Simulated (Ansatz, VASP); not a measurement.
**Mo (Mo(111)) in two plane-wave programs**

Wanted: the spread between two codes on one cell, functional and k mesh. The cell is taken from a series of runs on this material, whose earlier steps may have relaxed, scaled, displaced or heated it; both programs get it as it stands.

Method: plane waves, with VASP 6.6.1 beside it; single point at r2SCAN, in Ansatz 0.2.0.

### 1. Starting point

The cell holds 13 atoms: 13 Mo. Cell: a = 4.455 Å, b = 4.455 Å, c = 26.912 Å, α = 90.0°, β = 90.0°, γ = 120.0°. Vacuum lies along c.

### 2. Ansatz: single point, r2SCAN

Ansatz runs on its default PAW (the set named soft_2) files.

A single point gives forces, pressure and levels at one fixed geometry, so differences don't come from the geometry; what else differs is listed under the comparison.

input.yaml

```yaml
crystal:
  lattice:
    - [4.4547727215, 0.0, 0.0]
    - [-2.2273863607, 3.8579463449, 0.0]
    - [0.0, 0.0, 26.9119200877]
  atoms:
    - { symbol: Mo, position: [0.0, 0.0, 0.3051147863] }
    - { symbol: Mo, position: [0.3333333333, 0.6666666667, 0.3324921075] }
    - { symbol: Mo, position: [0.6666666667, 0.3333333333, 0.3598200146] }
    - { symbol: Mo, position: [0.0, 0.0, 0.3972476213] }
    - { symbol: Mo, position: [0.3333333333, 0.6666666667, 0.4305098276] }
    - { symbol: Mo, position: [0.6666666667, 0.3333333333, 0.4653409571] }
    - { symbol: Mo, position: [0.0, 0.0, 0.5] }
    - { symbol: Mo, position: [0.3333333333, 0.6666666667, 0.5346590438] }
    - { symbol: Mo, position: [0.6666666667, 0.3333333333, 0.5694901736] }
    - { symbol: Mo, position: [0.0, 0.0, 0.6027523798] }
    - { symbol: Mo, position: [0.3333333333, 0.6666666667, 0.6401799867] }
    - { symbol: Mo, position: [0.6666666667, 0.3333333333, 0.6675078938] }
    - { symbol: Mo, position: [0.0, 0.0, 0.6948852148] }
hamiltonian:
  xc: r2scan
kpoints:
  mp_grid: { grid: [12, 12, 1] }
scf:
  occupations: { method: methfessel_paxton, width: 0.1 }
  convergence: { dr2_threshold: 1.0e-09 }
efield:
  axis: 3
  dipole_correction: true
output:
  write_potential: true
  write_density: true
  volumetric_format: npy
```

Command:

```console
> ansatz run input.yaml --threads 4 --pin off --max-ram 8192MiB --backend cpu --events-out ev --progress --plain --runs-dir out
```

Numbers of over 12 decimals in the logs are rounded to 6 here.

The log of the run:

```text
Engine: ansatz 0.2.0, aarch64-unknown-linux-gnu
Pseudopotentials: kind: paw
Pseudopotential: Mo, paw, valence charge 14, recommended cutoff 500 eV (meta_gga), Mo.paw.azcp
Functional definition: r2SCAN
  parameter k0 = 0.174
  parameter k1 = 0.065
  parameter a1 = 4.9479
  exchange = r2scan_x(k0 = k0, k1 = k1, a1 = a1)
  correlation = r2scan_c
Crystal: 13 atoms, lattice volume = 462.516 Å³
Basis set: ecut = 500 eV, 11709 PW (Γ), exchange–correlation on 144×144×800 points (64 copies of the dense FFT grid, shifted against one another)
Bands: 110, of which v1, the nominal top of the filled ones, is band 91 counted from 1 (90 counted from 0)
Symmetry: 6 space group operations
k-points: 19 of 144 (time reversal used)
Non-local potential: Mo, projectors of the file, l = 0: 3, l = 1: 2, l = 2: 2, l = 3: 1
PAW form: soft (Blöchl's): semilocal exchange-correlation on the pseudo side does not see the compensation charge
PAW frozen core: Mo, regenerated for the run's functional (the file was generated under x = pbe(κ = 0.804, μ = 0.219515), c = pbe(β = 0.066725))
PAW one-centre angular grid: Mo, 590 points (default); XC on 160 Gauss nodes
Initial density: superposition of atomic densities (neutral atoms: chi_scale 0, normalization atom), corrected by the library's trained network
Initial wavefunctions: pseudopotential atomic-orbital guess
Functional: x = r2scan, c = r2scan; τ floored in thin density (d = 2e-4 eV/Å³)
SCF iter   1: F=—  HF=-64571.816932 eV  |F-HF|=—  |Δ(HF+E_count)|=         —  Δρ=8.53e-3  dr2=6.27e-1  dr2_τ=2.77e-1  ethr=1.77e-3  p=-0.000 e·Å  D=-1.28e-10 V/Å  ΔV_dip=0.00 eV  dr2_dipole=7.27e-11  V_vac-E_F(+/−)=3.79/3.79 eV  ⟨swp⟩=9.2  Hψ=10103  notcnv=0
efield: sawtooth ramp at fractional position 0.9500 (placed from the atoms, in the widest stretch of the axis that holds none; the zero of the levels goes with the place), width 0.1000; the density the first Hamiltonian is built on has a dipole p = -0.000 e·Å; the dipole correction subtracts the counter field D = -1.28e-10 V/Å, which shifts the + side's vacuum level by +0.00 eV against the − side's; the planar-averaged density in the ramp window peaks in size at 4.0e-5 e/Å³
preconditioner: auto → LDOS  [metal: Δε(μ)=0.053 eV  Ē_g=4.212 eV  σ=0.100 eV  W_gap=0.40  n_scr=110 (ndim 8)  ℏωp=15.2 eV  f_vac=0.497  D(μ)=9.10/eV (n_scr^D=70)  β→1.0]
SCF iter   2: F=—  HF=-64571.900889 eV  |F-HF|=—  |Δ(HF+E_count)|=   8.40e-2  S|Δr|=    0.00e0  Δρ=7.92e-3  dr2=5.96e-1  dr2_τ=7.19e-2  ethr=3.45e-4  p=-0.000 e·Å  D=-2.53e-6 V/Å  ΔV_dip=0.00 eV  dr2_dipole=9.87e-10  V_vac-E_F(+/−)=3.83/3.83 eV  ⟨swp⟩=2.1  Hψ=4030  notcnv=0  defer=182
SCF iter   3: F=—  HF=-64571.838867 eV  |F-HF|=—  |Δ(HF+E_count)|=   6.20e-2  S|Δr|=    0.00e0  Δρ=3.07e-3  dr2=1.02e-1  dr2_τ=1.30e-2  ethr=3.27e-4  p=-0.000 e·Å  D=-1.99e-6 V/Å  ΔV_dip=0.00 eV  dr2_dipole=8.45e-10  V_vac-E_F(+/−)=3.85/3.85 eV  ⟨swp⟩=2.1  Hψ=2825  notcnv=0  defer=182
SCF iter   4: F=—  HF=-64571.831908 eV  |F-HF|=—  |Δ(HF+E_count)|=   6.96e-3  S|Δr|=    0.00e0  Δρ=5.94e-4  dr2=2.15e-3  dr2_τ=4.67e-4  ethr=5.60e-5  p=-0.000 e·Å  D=-1.42e-6 V/Å  ΔV_dip=0.00 eV  dr2_dipole=2.24e-12  V_vac-E_F(+/−)=3.87/3.87 eV  ⟨swp⟩=2.5  Hψ=2698  notcnv=0  defer=182
SCF iter   5: F=—  HF=-64571.831941 eV  |F-HF|=—  |Δ(HF+E_count)|=   3.33e-5  S|Δr|=    0.00e0  Δρ=3.37e-4  dr2=1.13e-3  dr2_τ=1.23e-4  ethr=1.18e-6  p=-0.000 e·Å  D=-9.40e-7 V/Å  ΔV_dip=0.00 eV  dr2_dipole=5.70e-10  V_vac-E_F(+/−)=3.89/3.89 eV  ⟨swp⟩=3.1  Hψ=3412  notcnv=0  defer=182
SCF iter   6: F=—  HF=-64571.831949 eV  |F-HF|=—  |Δ(HF+E_count)|=   8.01e-6  S|Δr|=    0.00e0  Δρ=1.01e-4  dr2=8.90e-5  dr2_τ=8.14e-6  ethr=6.22e-7  p=-0.000 e·Å  D=-2.00e-7 V/Å  ΔV_dip=0.00 eV  dr2_dipole=1.85e-12  V_vac-E_F(+/−)=3.90/3.90 eV  ⟨swp⟩=2.0  Hψ=2688  notcnv=0  defer=182
SCF iter   7: F=—  HF=-64571.831959 eV  |F-HF|=—  |Δ(HF+E_count)|=   1.05e-5  S|Δr|=    0.00e0  Δρ=3.16e-5  dr2=8.07e-6  dr2_τ=9.16e-7  ethr=4.89e-8  p=0.000 e·Å  D=2.96e-8 V/Å  ΔV_dip=-0.00 eV  dr2_dipole=8.10e-13  V_vac-E_F(+/−)=3.90/3.90 eV  ⟨swp⟩=2.3  Hψ=2792  notcnv=0  defer=182
SCF iter   8: F=—  HF=-64571.831146 eV  |F-HF|=—  |Δ(HF+E_count)|=   8.14e-4  S|Δr|=    0.00e0  Δρ=1.10e-5  dr2=2.02e-6  dr2_τ=1.03e-7  ethr=4.44e-9  p=0.000 e·Å  D=3.05e-8 V/Å  ΔV_dip=-0.00 eV  dr2_dipole=2.00e-13  V_vac-E_F(+/−)=3.90/3.90 eV  ⟨swp⟩=3.2  Hψ=4029  notcnv=0  defer=182
SCF iter   9: F=—  HF=-64571.831146 eV  |F-HF|=—  |Δ(HF+E_count)|=   1.66e-7  S|Δr|=    0.00e0  Δρ=4.20e-6  dr2=1.01e-7  dr2_τ=1.08e-8  ethr=1.11e-9  p=0.000 e·Å  D=4.13e-8 V/Å  ΔV_dip=-0.00 eV  dr2_dipole=2.17e-13  V_vac-E_F(+/−)=3.90/3.90 eV  ⟨swp⟩=2.0  Hψ=2650  notcnv=0  defer=182
[...]
SCF iter  11: F=—  HF=-64571.831146 eV  |F-HF|=—  |Δ(HF+E_count)|=   3.48e-9  S|Δr|=    0.00e0  Δρ=7.29e-7  dr2=5.57e-9  dr2_τ=5.59e-10  ethr=1.86e-11  p=0.000 e·Å  D=6.22e-9 V/Å  ΔV_dip=-0.00 eV  dr2_dipole=3.29e-16  V_vac-E_F(+/−)=3.90/3.90 eV  ⟨swp⟩=2.2  Hψ=2755  notcnv=0  defer=182
SCF iter  12: F=-64571.831146 eV  HF=-64571.831146 eV  |F-HF|=3.06e-10  |Δ(HF+E_count)|=   2.18e-9  S|Δr|=    0.00e0  Δρ=2.66e-7  dr2=5.23e-10  dr2_τ=7.03e-11  ethr=1.00e-12  p=0.000 e·Å  D=1.59e-9 V/Å  ΔV_dip=-0.00 eV  dr2_dipole=2.09e-15  V_vac-E_F(+/−)=3.90/3.90 eV  ⟨swp⟩=12.0  Hψ=6965  notcnv=0
SCF 1 converged in 12 iterations: F = -64571.831146 eV  dr2 = 5.23e-10
  greatest PAW one-centre occupation: 0.997 electrons in one spin orbital (limit 2), on the Mo atom at site 12 (counted from 0), in its partial waves of l = 0
WARN: The output density's exchange-correlation potential varies sharply where the density is thin. Do not read a vacuum level from v_tot or v_xc, or from such a field of the output density. On a cell that repeats whose density bears no net charge and no dipole along the vacuum's axis use v_es (v_loc + v_h of the components); under efield.dipole_correction with no amplitude use v_es + v_field, which holds any externa [...]
SCF converged after 12 iterations
Stability not checked: this state was not tested for a lower state beside it, because cold or Methfessel-Paxton smearing, or corrected tetrahedra, fill the levels in a way that the test cannot read (fill_not_monotonic; see scf.lower_state_search)
Free energy (F): -64571.831146 eV
Harris-Foulkes:  -64571.831146 eV  (|F-HF|=3.06e-10)
Internal energy: -64571.830328 eV  (E = F + TS)
E sigma→0 (E₀):  -64571.830942 eV
Entropy (-TS):   -0.000818 eV (-0.063 meV/atom)
Fermi energy:    7.079511 eV
Step filling:    the computed levels leave a gap of 0.0171 eV = 0.2 smearing widths at the electron count; against every level under it full and every level over it empty, smearing changes F+E_penalty+E_count by -0.948 meV and its σ→0 estimate by -0.744 meV
Dipole field:    D = -0.000000 V/Å  (p = -0.000000 e·Å, saw-weighted, corrected)
Work function:   Φ+ = 3.9035 eV   Φ− = 3.9035 eV
Levels:          The Fermi level and band energies are counted from a zero that moves with the ramp; work functions are not
--- Per-component energies (eV) ---
  E_band       = -3390.210630
  E_kinetic    = 5710.725703
  E_local      = -258190.633749  (includes V_loc(G=0)·N_el)
  E_nonlocal   = 1858.120485
  E_hartree    = 126106.118073
  E_xc         = -2312.035429
  E_vxc        = -3320.252475  (∫ρ·V_xc dr)
  E_paw        = -41825.627265  (= ΣΔE_a)
  E_vpaw       = -1881.546148  (= ΣTr[D̂ρ^β])
  E_aug_tail   = 0.000043  (compensation charges beyond the density's cutoff)
  E_vtau       = 221.141997  (kinetic-family band-sum trace: ∫τ·v_τ [+ j·A + Jᵃ·Aᵃ] dr)
  E_efield     = 0.000000  (sawtooth field / dipole correction)
  E_vefield    = 0.000000  (∫n·V_field dr)
  E_ewald      = 104084.377458
  E_core_change = -2.875648  (= ΣΔE_core)
  E_smearing   = -0.000818  (= −TS)
  E_closure    = -0.000000  (closes the sum)
  Σ components = -64571.831146   (vs F -64571.831146, Δ=0.00e0)
--- Band table (eV; the first three rows and the last of 19) ---
  k-point 0: bands = [... 87 lower, 5.8264, 5.8264, 6.0542, 6.3601, 7.2165, 8.1989, 8.5342, 8.5342, ... 15 higher]
  k-point 1: bands = [... 87 lower, 5.9277, 6.0235, 6.1487, 6.3880, 7.2361, 8.1771, 8.3783, 8.4321, ... 15 higher]
  k-point 2: bands = [... 87 lower, 6.1315, 6.3815, 6.4962, 6.5193, 7.3238, 7.9606, 8.0076, 8.2382, ... 15 higher]
  k-point 18: bands = [... 87 lower, 6.4028, 6.4028, 6.4221, 6.7624, 7.1262, 7.1262, 7.6023, 7.7587, ... 15 higher]
```

(Part 1 of 2 ends here.)

[Lines on the potential files, build, host, timing and source positions are cut from VASP's logs without a mark.]

[Logs are printed without paths, hosts, clocks, repeated set-up lines and the standing remarks that a program may print on its own settings, such as how far it seeks lower states.]

[Hosts, paths, dates, database ids (printed as entryN), source tags and the programs' standing remarks are cut or masked in the printed files.]
